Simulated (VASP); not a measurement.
**What goes wrong when Lanthanum is relaxed with a bad input**

Some relaxations of Lanthanum get a fault in the input on purpose. Which of them show, and how? The starting structure is a measured crystal structure from the Crystallography Open Database. The first relaxation on each setting starts from this cell expanded by 3 % in volume.

Main program and level: VASP 6.6.1; Kohn-Sham DFT with plane waves and PAW; PBEsol.

## Step 1: The starting structure

It takes space group P6_3/mmc (No. 194, hexagonal). The conventional cell has a = 3.770 Å, b = 3.770 Å, c = 12.159 Å, α = 90.00°, β = 90.00°, γ = 120.00°. Nearest to La lie 12 La at 3.74 to 3.77 Å. Nearest to La lie 12 La at 3.74 to 3.77 Å.

## Step 2: Reference relaxation

This run starts from the cell of an earlier relaxation, which isn't shown; the restart sets up the plane waves anew.

The input, INCAR:

```
SYSTEM = La
PREC = Accurate
ENCUT = 450
EDIFF = 1E-06
NELM = 100
ISMEAR = 1
SIGMA = 0.15
LREAL = .FALSE.
ALGO = Normal
GGA = PS
NBANDS = 28
LASPH = .TRUE.
LORBIT = 11
LWAVE = .FALSE.
LCHARG = .FALSE.
KPAR = 8
IBRION = 2
NSW = 50
ISIF = 3
EDIFFG = -0.006
```

The input, POSCAR:

```
La
1.0
    3.6556290936      0.0000000000      0.0000000000
   -1.8278145468      3.1658676619      0.0000000000
    0.0000000000      0.0000000000     11.7609024360
La
4
Direct
    0.6666666667      0.3333333333      0.2500000000
    0.3333333333      0.6666666667      0.7500000000
    0.0000000000      0.0000000000      0.5000000000
    0.0000000000      0.0000000000      0.0000000000
```

The input, KPOINTS:

```
Automatic mesh
0
Gamma
12 12 4
0 0 0
```

The projector-augmented-wave data sets are La (PBE family, release 64).

Started as:

```sh
$ mpirun -np 8 vasp_std
```

Log:

```text
[banner, memory and clock lines left out]
running    8 mpi-ranks, on    1 nodes
 distrk:  each k-point on    1 cores,    8 groups
 distr:  one band on    1 cores,    1 groups

 POSCAR found type information on POSCAR La
 POSCAR found :  1 types and       4 ions
|                                                                             |
|           W    W    AA    RRRRR   N    N  II  N    N   GGGG   !!!           |
|           W    W   A  A   R    R  NN   N  II  NN   N  G    G  !!!           |
|           W    W  A    A  R    R  N N  N  II  N N  N  G       !!!           |
|           W WW W  AAAAAA  RRRRR   N  N N  II  N  N N  G  GGG   !            |
|           WW  WW  A    A  R   R   N   NN  II  N   NN  G    G                |
|           W    W  A    A  R    R  N    N  II  N    N   GGGG   !!!           |
|                                                                             |
|     For optimal performance we recommend to set                             |
|       NCORE = 2 up to number-of-cores-per-socket                            |
|     NCORE specifies how many cores store one orbital (NPAR=cpu/NCORE).      |
|     This setting can greatly improve the performance of VASP for DFT.       |
|     The default, NCORE=1 might be grossly inefficient on modern             |
|     multi-core architectures or massively parallel machines. Do your        |
|     Unfortunately you need to use the default for GW and RPA                |
|     calculations (for HF NCORE is supported but not extensively tested      |
|     yet).                                                                   |
|                                                                             |

|                                                                             |
|               ----> ADVICE to this user running VASP <----                  |
|                                                                             |
|     You enforced a specific xc type in the INCAR file but a different       |
|     [... a line on the potential file left out ...]
|     I HOPE YOU KNOW WHAT YOU ARE DOING!                                     |
|                                                                             |

 LDA part: xc-table for (Slater+PW92), standard interpolation
 POSCAR, INCAR and KPOINTS ok, starting setup
 FFT: planning ... GRIDC
 FFT: planning ... GRID_SOFT
 FFT: planning ... GRID
 WAVECAR not read
 entering main loop
       N       E                     dE             d eps       ncg     rms          rms(c)
DAV:   1     0.551098743904E+03    0.55110E+03   -0.13510E+04  3208   0.195E+03
DAV:   2     0.101491344461E+03   -0.44961E+03   -0.44186E+03  4696   0.425E+02
DAV:   3    -0.629719308609E+01   -0.10779E+03   -0.10610E+03  5624   0.249E+02
DAV:   4    -0.192081991515E+02   -0.12911E+02   -0.12564E+02  5952   0.868E+01
DAV:   5    -0.212307094705E+02   -0.20225E+01   -0.19758E+01  6328   0.324E+01    0.529E+00
DAV:   6    -0.213974407628E+02   -0.16673E+00   -0.27232E+00  6144   0.129E+01    0.254E+00
DAV:   7    -0.213856829010E+02    0.11758E-01   -0.36805E-01  6320   0.464E+00    0.740E-01
DAV:   8    -0.213865062463E+02   -0.82335E-03   -0.47944E-02  6256   0.148E+00    0.278E-01
DAV:   9    -0.213872830652E+02   -0.77682E-03   -0.74351E-03  5944   0.583E-01    0.154E-01
DAV:  10    -0.213876224562E+02   -0.33939E-03   -0.14936E-03  5952   0.255E-01    0.873E-02
DAV:  11    -0.213878117752E+02   -0.18932E-03   -0.11240E-03  5768   0.210E-01    0.295E-02
DAV:  12    -0.213878048076E+02    0.69676E-05   -0.14670E-04  5816   0.107E-01    0.263E-02
DAV:  13    -0.213878179902E+02   -0.13183E-04   -0.11996E-04  5232   0.837E-02    0.110E-02
DAV:  14    -0.213878175909E+02    0.39935E-06   -0.10955E-05  4800   0.368E-02    0.245E-03
DAV:  15    -0.213878178802E+02   -0.28935E-06   -0.11522E-06  3024   0.145E-02
   1 F= -.21387818E+02 E0= -.21387234E+02  d E =-.213878E+02
 curvature:   0.00 expect dE= 0.000E+00 dE for cont linesearch  0.000E+00
 trial: gam= 0.00000 g(F)=  0.364E-46 g(S)=  0.937E-05 ort = 0.000E+00 (trialstep = 0.100E+01)
 search vector abs. value=  0.937E-05
 reached required accuracy - stopping structural energy minimisation
```

Elapsed: 27 s, on 8 MPI ranks of Intel Xeon 6975P-C (Granite Rapids), shared host; peak memory 3 GiB.

Lines that name or quote the potential files are left out of all logs, and their timing lines are given in words.

From OUTCAR (step 2):

```text
ion  position               nearest neighbor table
   1  0.667  0.333  0.250-   3 3.62   4 3.62   3 3.62   4 3.62   3 3.62   4 3.62
   2  0.333  0.667  0.750-   3 3.62   4 3.62   3 3.62   4 3.62   3 3.62   4 3.62
   3  0.000  0.000  0.500-   1 3.62   2 3.62   1 3.62   2 3.62   1 3.62   2 3.62
   4  0.000  0.000  0.000-   1 3.62   2 3.62   1 3.62   2 3.62   1 3.62   2 3.62

  LATTYP: Found a hexagonal cell.
 ALAT       =     3.6556290936
 C/A-ratio  =     3.2172034238

 Subroutine GETGRP returns: Found 24 space group operations
 (whereof 12 operations were pure point group operations)

The static configuration has the point symmetry D_3d.
 The point group associated with its full space group is D_6h.

 Found     57 irreducible k-points:

   k-points           NKPTS =     57   k-points in BZ     NKDIM =     57   number of bands    NBANDS=     28

   dimension x,y,z NGX =    28 NGY =   28 NGZ =   84
   dimension x,y,z NGXF=    56 NGYF=   56 NGZF=  168

   ENCUT  =  450.0 eV  33.07 Ry    5.75 a.u.   6.32  6.32 20.34*2*pi/ulx,y,z

   NELECT =      44.0000    total number of electrons

 k-points in reciprocal lattice and weights: Automatic mesh
   0.00000000  0.00000000  0.00000000       0.002
   0.08333333  0.00000000  0.00000000       0.010
   0.16666667  0.00000000  0.00000000       0.010
   0.25000000  0.00000000  0.00000000       0.010
   0.33333333  0.00000000  0.00000000       0.010
   0.41666667  0.00000000  0.00000000       0.010
   0.50000000  0.00000000  0.00000000       0.005
   0.08333333  0.08333333  0.00000000       0.010
   0.16666667  0.08333333  0.00000000       0.021
[...]
0.33333333  0.25000000  0.50000000       0.021
   0.33333333  0.33333333  0.50000000       0.003

 average (electrostatic) potential at core
       1 -95.3054       2 -95.3054       3 -95.2865       4 -95.2865

 E-fermi :   8.6239

 k-point     1 :       0.0000    0.0000    0.0000
  band No.  band energies     occupation
    ...
     16      -6.8592      2.00000
     17       5.4251      2.00000
     18       6.7154      2.00000
     19       6.7845      2.00000
     20       6.8022      2.00000
     21       9.1882     -0.00000
     22       9.3302     -0.00000
     23       9.8748     -0.00000
     24       9.8780     -0.00000
     25       9.9270     -0.00000
    ...

 k-point     2 :       0.0833    0.0000    0.0000
  band No.  band energies     occupation
    ...
     16      -6.8751      2.00000
     17       5.6343      2.00000
     18       6.9089      2.00000
     19       6.9810      2.00000
     20       7.0000      2.00000
     21       8.8963     -0.02765
     22       9.1475     -0.00001
     23       9.4039     -0.00000
     24       9.4389     -0.00000
     25       9.5896     -0.00000
    ...

 k-point     3 :       0.1667    0.0000    0.0000
  band No.  band energies     occupation
    ...
     17       6.1813      2.00000
     18       7.2768      2.00000
     19       7.4267      2.00000
     20       7.4998      2.00000
     21       8.4222      2.06715
     22       8.7371      0.04519
     23       8.9014     -0.02520
     24       8.9720     -0.00497
     25       9.2324     -0.00000
     26       9.7803     -0.00000
    ...

  Total        0.0151449      0.0151449     -0.0178441      0.0000000     -0.0000000      0.0000000
  in kB        0.1782714      0.1782714     -0.2100439      0.0000000     -0.0000000      0.0000000
  external PRESSURE =       0.0488330 kB  Pullay stress =       0.0000000 kB

  energy-cutoff  :      450.00
  volume of cell :      136.11
      direct lattice vectors                 reciprocal lattice vectors
     3.655629094  0.000000000  0.000000000     0.273550728  0.157934586  0.000000000
    -1.827814547  3.165867662  0.000000000     0.000000000  0.315869173  0.000000000
     0.000000000  0.000000000 11.760902436     0.000000000  0.000000000  0.085027489

 POSITION                                       TOTAL-FORCE (eV/Angst)
 -----------------------------------------------------------------------------------
      1.82781      1.05529      2.94023         0.000000     -0.000000      0.000000
     -0.00000      2.11058      8.82068        -0.000000      0.000000     -0.000000
      0.00000      0.00000      5.88045         0.000000      0.000000      0.000000
      0.00000      0.00000      0.00000         0.000000      0.000000      0.000000
 -----------------------------------------------------------------------------------
    total drift:                               -0.000000      0.000000      0.000000

  FREE ENERGIE OF THE ION-ELECTRON SYSTEM (eV)
  ---------------------------------------------------
  free  energy   TOTEN  =       -21.3878178802 eV

  energy  without entropy=      -21.3860648646  energy(sigma->0) =      -21.38723354

 reached required accuracy - stopping structural energy minimisation

 total charge
# of ion       s       p       d       f       tot
--------------------------------------------------
    1        2.103   5.526   0.950   0.093   8.672
    2        2.103   5.526   0.950   0.093   8.672
    3        2.100   5.518   0.960   0.102   8.679
    4        2.100   5.518   0.960   0.102   8.679
--------------------------------------------------
tot          8.405  22.087   3.821   0.389  34.701

[... 3 further parts left out ...]
```

The PAW data sets were made with PBE, which is usual practice but a small mismatch for other functionals. The run keeps the 24 symmetry operations of its start, so it cannot find a distortion of lower symmetry.

The reference relaxation ends at 34.028 Å³ an atom.

## Step 3: Relaxation with a k mesh far too coarse

A slip made on purpose: a k mesh far too coarse. Against step 2 the input has a 2×2×2 mesh (also changed: NELM, NCORE and KPAR).

INCAR: that of step 2 with these lines changed.

```diff
@@ -4,3 +4,3 @@
 EDIFF = 1E-06
-NELM = 100
+NELM = 60
 ISMEAR = 1
@@ -15,3 +15,3 @@
 LCHARG = .FALSE.
-KPAR = 8
+NCORE = 8
 IBRION = 2
```

The input, POSCAR:

```
La
1.0
    3.8073291604      0.0000000000      0.0000000000
   -1.9036645802      3.2972437735      0.0000000000
    0.0000000000      0.0000000000     12.2793939684
La
4
Direct
    0.6666666667      0.3333333333      0.2500000000
    0.3333333333      0.6666666667      0.7500000000
    0.0000000000      0.0000000000      0.5000000000
    0.0000000000      0.0000000000      0.0000000000
```

The input, KPOINTS:

```
Automatic mesh
0
Gamma
2 2 2
0 0 0
```

Started as:

```sh
$ mpirun -np 8 vasp_std
```

Log:

```text
[banner, memory and clock lines left out]
running    8 mpi-ranks, on    1 nodes
[...]
[... a notice as in an earlier step ...]

 [... a notice as in an earlier step ...]

 LDA part: xc-table for (Slater+PW92), standard interpolation
 POSCAR, INCAR and KPOINTS ok, starting setup
[...]
entering main loop
       N       E                     dE             d eps       ncg     rms          rms(c)
DAV:   1     0.556034862427E+03    0.55603E+03   -0.13608E+04   224   0.187E+03
DAV:   2     0.108291862305E+03   -0.44774E+03   -0.44023E+03   336   0.399E+02
DAV:   3    -0.107719036428E+02   -0.11906E+03   -0.11776E+03   376   0.245E+02
DAV:   4    -0.237606947843E+02   -0.12989E+02   -0.12657E+02   416   0.856E+01
[...]
DAV:  12    -0.253877929041E+02   -0.21607E-04   -0.13903E-04   392   0.855E-02    0.133E-02
DAV:  13    -0.253878014253E+02   -0.85212E-05   -0.73110E-05   384   0.561E-02    0.477E-03
DAV:  14    -0.253878011756E+02    0.24965E-06   -0.77958E-06   344   0.260E-02
   1 F= -.25387801E+02 E0= -.25385118E+02  d E =-.253878E+02
[... from here on, the cycles between the ionic steps are left out ...]
   2 F= -.27457137E+02 E0= -.27452509E+02  d E =-.206934E+01
   3 F= -.27953171E+02 E0= -.27949234E+02  d E =-.256537E+01
   4 F= -.27954214E+02 E0= -.27950412E+02  d E =-.256641E+01
   5 F= -.27964565E+02 E0= -.27960922E+02  d E =-.103507E-01
   6 F= -.27964587E+02 E0= -.27960949E+02  d E =-.103723E-01
   7 F= -.27964533E+02 E0= -.27960833E+02  d E =0.536888E-04
   8 F= -.27964742E+02 E0= -.27961077E+02  d E =-.155706E-03
[...]
reached required accuracy - stopping structural energy minimisation
```

It took 23 s on 8 MPI ranks; peak memory 1.1 GiB.

Parts of OUTCAR (step 3):

```text
  Total       -0.0000810     -0.0000810      0.0161456      0.0000000      0.0000000     -0.0000000
  in kB       -0.0010997     -0.0010997      0.2191106      0.0000000      0.0000000     -0.0000000
  external PRESSURE =       0.0723037 kB  Pullay stress =       0.0000000 kB

 POSITION                                       TOTAL-FORCE (eV/Angst)
 -----------------------------------------------------------------------------------
      1.64993      0.95258      3.12984        -0.000000     -0.000000     -0.000000
     -0.00000      1.90517      9.38951         0.000000      0.000000      0.000000
      3.29985     -0.00000      6.25967        -0.000000     -0.000000      0.000000
      3.29985     -0.00000     12.51934        -0.000000     -0.000000      0.000000
 -----------------------------------------------------------------------------------
    total drift:                               -0.000000      0.000000      0.000000

  FREE ENERGIE OF THE ION-ELECTRON SYSTEM (eV)
  ---------------------------------------------------
  free  energy   TOTEN  =       -27.9647423014 eV

  energy  without entropy=      -27.9537455563  energy(sigma->0) =      -27.96107672

[... 1 part as in an earlier step ...]

[... 3 further parts left out ...]
[key lines of the parts left out:]
E-fermi :   9.8410
```

With a k mesh far too coarse the cell ends at 29.515 Å³ an atom, -13.26 % from the reference, a by -9.7 % and c by +6.4 %.

## Step 4: Relaxation with a smearing far too wide

A slip made on purpose: a smearing far too wide. Against step 2 the input has ISMEAR = 0 and SIGMA = 2 (also changed: NELM).

INCAR: that of step 3 with these lines changed.

```diff
@@ -5,4 +5,4 @@
 NELM = 60
-ISMEAR = 1
-SIGMA = 0.15
+ISMEAR = 0
+SIGMA = 2
 LREAL = .FALSE.
@@ -15,3 +15,3 @@
 LCHARG = .FALSE.
-NCORE = 8
+KPAR = 8
 IBRION = 2
```

POSCAR is that of step 3.

The input, KPOINTS:

```
Automatic mesh
0
Gamma
12 12 4
0 0 0
```

Started as:

```sh
$ mpirun -np 8 vasp_std
```

Log:

```text
[banner, memory and clock lines left out]
running    8 mpi-ranks, on    1 nodes
[...]
[... a notice as in an earlier step ...]

 [... a notice as in an earlier step ...]

 LDA part: xc-table for (Slater+PW92), standard interpolation
 POSCAR, INCAR and KPOINTS ok, starting setup
[...]
entering main loop
       N       E                     dE             d eps       ncg     rms          rms(c)
DAV:   1     0.546822089983E+03    0.54682E+03   -0.13565E+04  3208   0.188E+03
DAV:   2     0.955021727848E+02   -0.45132E+03   -0.44042E+03  4776   0.417E+02
DAV:   3    -0.114807038648E+02   -0.10698E+03   -0.10529E+03  5548   0.248E+02
DAV:   4    -0.243845899018E+02   -0.12904E+02   -0.12591E+02  5936   0.830E+01
[...]
DAV:  58    -0.274416382455E+02   -0.78325E-05   -0.76651E-05  1932   0.608E-03    0.126E-02
DAV:  59    -0.274416457136E+02   -0.74680E-05   -0.74606E-05  1920   0.434E-03    0.127E-02
DAV:  60    -0.274416527945E+02   -0.70809E-05   -0.69411E-05  1920   0.510E-03
[...]
1 F= -.27441653E+02 E0= -.22120932E+02  d E =-.274417E+02
[...]
|     The electronic self-consistency was not achieved in the given           |
[...]
|     Your highest band is occupied at some k-points! Unless you are          |
[... from here on, the cycles between the ionic steps are left out ...]
   2 F= -.27461702E+02 E0= -.22095698E+02  d E =-.200495E-01
[...]
|     The electronic self-consistency was not achieved in the given           |
[...]
|     Your highest band is occupied at some k-points! Unless you are          |
   3 F= -.27464797E+02 E0= -.22079602E+02  d E =-.231441E-01
   4 F= -.27465003E+02 E0= -.22071896E+02  d E =-.233498E-01
   5 F= -.27465018E+02 E0= -.22073289E+02  d E =-.233651E-01
   6 F= -.27467602E+02 E0= -.22075656E+02  d E =-.258450E-02
   7 F= -.27469475E+02 E0= -.22076954E+02  d E =-.445699E-02
   8 F= -.27469745E+02 E0= -.22076895E+02  d E =-.472733E-02
   9 F= -.27469749E+02 E0= -.22076863E+02  d E =-.473131E-02
  10 F= -.27469770E+02 E0= -.22078617E+02  d E =-.206565E-04
 trial-energy change:   -0.000021  1 .order   -0.000012   -0.000028    0.000004
 step:   1.4600(harm=  1.3332)  dis= 0.00000  next Energy=   -27.469770 (dE=-0.208E-04)
 reached required accuracy - stopping structural energy minimisation
```

Run time: 6.2 min. Hardware: 8 MPI ranks; peak memory 3.2 GiB; 48 min of CPU time.

Parts of OUTCAR (step 4):

```text
  Total        0.0060333      0.0060333      0.0016730      0.0000000      0.0000000      0.0000000
  in kB        0.0602855      0.0602855      0.0167167      0.0000000      0.0000000      0.0000000
  external PRESSURE =       0.0457626 kB  Pullay stress =       0.0000000 kB

 POSITION                                       TOTAL-FORCE (eV/Angst)
 -----------------------------------------------------------------------------------
      1.90420      1.09939      3.19137         0.000000     -0.000000      0.000000
     -0.00000      2.19879      9.57411        -0.000000      0.000000     -0.000000
      0.00000      0.00000      6.38274        -0.000000     -0.000000     -0.000000
      0.00000      0.00000      0.00000        -0.000000     -0.000000     -0.000000
 -----------------------------------------------------------------------------------
    total drift:                               -0.000000      0.000000      0.000000

  FREE ENERGIE OF THE ION-ELECTRON SYSTEM (eV)
  ---------------------------------------------------
  free  energy   TOTEN  =       -27.4697698178 eV

  energy  without entropy=      -16.6874645114  energy(sigma->0) =      -22.07861716

[... 2 parts as in an earlier step ...]

[... 2 further parts left out ...]
[key lines of the parts left out:]
E-fermi :   7.0450
```

Logs of long relaxations may skip ionic steps without a mark.

With a smearing far too wide the cell ends at 40.086 Å³ an atom, +17.80 % from the reference.

(Part 1 of 2 ends here.)

[Lines on the potential files, build, host, timing and source positions are cut from VASP's logs without a mark.]

[Logs are printed without paths, hosts, clocks, repeated set-up lines and the standing remarks that a program may print on its own settings, such as how far it seeks lower states.]

[Hosts, paths, dates, database ids (printed as entryN), source tags and the programs' standing remarks are cut or masked in the printed files.]
